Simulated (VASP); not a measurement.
Given:

```
CELL_PARAMETERS angstrom
      0.00000     2.76183     2.76183
      2.76183     0.00000     2.76183
      2.76183     2.76183     0.00000
ATOMIC_POSITIONS crystal
  Li 0.25000 0.25000 0.25000
  Li 0.75000 0.75000 0.75000
  S  0.00000 0.00000 0.00000
```

Computed with PBE GGA with D4 dispersion, VASP's PBE PAW potentials (set 64) (plane waves; VASP). Numerical set-up: 520 eV cut-off, 7×7×7 Γ-centred mesh, Gaussian smearing of 0.050 eV, potentials Li_sv S.

Q: Give the stress tensor in GPa (positive for a compressed cell).

A: 
```
3.07  0.00  0.00
0.00  3.07  0.00
0.00  0.00  3.07
```
The pressure is its mean diagonal, 3.07 GPa.

The compound is Li2S in the antifluorite structure. This cell is one point of a volume scan, at 0.94 of the reference volume.
